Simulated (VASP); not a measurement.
```
Pt3Ti
1.0
    3.96917     0.00000     0.00000
    0.00000     3.96917     0.00000
    0.00000     0.00000     3.96917
Ti Pt
1 3
Cartesian
  0.00000   0.00000   0.00000
  0.00000   1.98459   1.98459
  1.98459   0.00000   1.98459
  1.98459   1.98459   0.00000
```

Computed with RPBE GGA, VASP's PBE PAW potentials (set 64) (plane waves; VASP 6.6.1). Run with 520 eV cut-off, 9×9×9 Γ-centred mesh, tetrahedra with Blöchl corrections, potentials Ti_sv Pt.

The cores are frozen, which limits the accuracy of field gradients.

Problem. Give the principal components of the electric field gradient (V/Å²) and the asymmetry η at each nucleus.

Solution. 
```csv
atom,Vxx,Vyy,Vzz,η
Ti1,0.0,0.0,0.0,-
Pt2,32.4,32.4,-64.8,0.00
Pt3,32.4,32.4,-64.8,0.00
Pt4,32.4,32.4,-64.8,0.00
```

The compound is Pt3Ti in the L1_2 structure. It was relaxed first.
